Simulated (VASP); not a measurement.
Computed with PBE GGA, VASP's PBE PAW potentials (set 64) (plane waves; VASP).

Input for VASP

File KPOINTS:
```
Regular mesh
0
Gamma
10 10 10
0 0 0
```

**INCAR**
```
! general
SYSTEM  = GaN
PREC    = Accurate
ENCUT   = 600   ! plane-wave cut-off (eV)
LREAL   = .FALSE.
LASPH   = .TRUE.   ! aspherical one-centre terms

! electronic loop
EDIFF   = 1E-7   ! SCF stop (eV)
NELM    = 100
ALGO    = Normal   ! blocked Davidson
LMAXMIX = 4

! smearing
ISMEAR  = 0
SIGMA   = 0.05

! functional
GGA     = PE   ! PBE

! ions
IBRION  = 2   ! conjugate gradients
NSW     = 40   ! most ionic steps
ISIF    = 3   ! ions, shape and volume
EDIFFG  = -0.01
PSTRESS = 200

! output
LWAVE   = .FALSE.
LCHARG  = .FALSE.
```

File POSCAR:
```
GaN
1.0
  0.0000000000   2.2035272942   2.2035272942
  2.2035272942   0.0000000000   2.2035272942
  2.2035272942   2.2035272942   0.0000000000
Ga N
1 1
Cartesian
  2.2035272942   0.0000000000   2.2035272942
  1.1017636471   1.1017636471   1.1017636471
```

POTCAR, in this order: Ga_d N (PBE.64 set). Program: vasp_std.

What will the output report for the number of irreducible k-points (NKPTS), number of bands (NBANDS), largest plane-wave count, number of space-group operations, FFT grid (NGX, NGY, NGZ)?

```yaml
number of irreducible k-points (NKPTS): 47
number of bands (NBANDS): 13
largest_plane_wave_count: 728
number_of_space_group_operations: 24
FFT grid (NGX, NGY, NGZ): 28 × 28 × 28
```

The compound is GaN in the zinc blende structure, a metastable form; wurtzite is the usual one. This run relaxes it under an external pressure of 20 GPa. Symmetry was kept, so distortions that lower it aren't found.
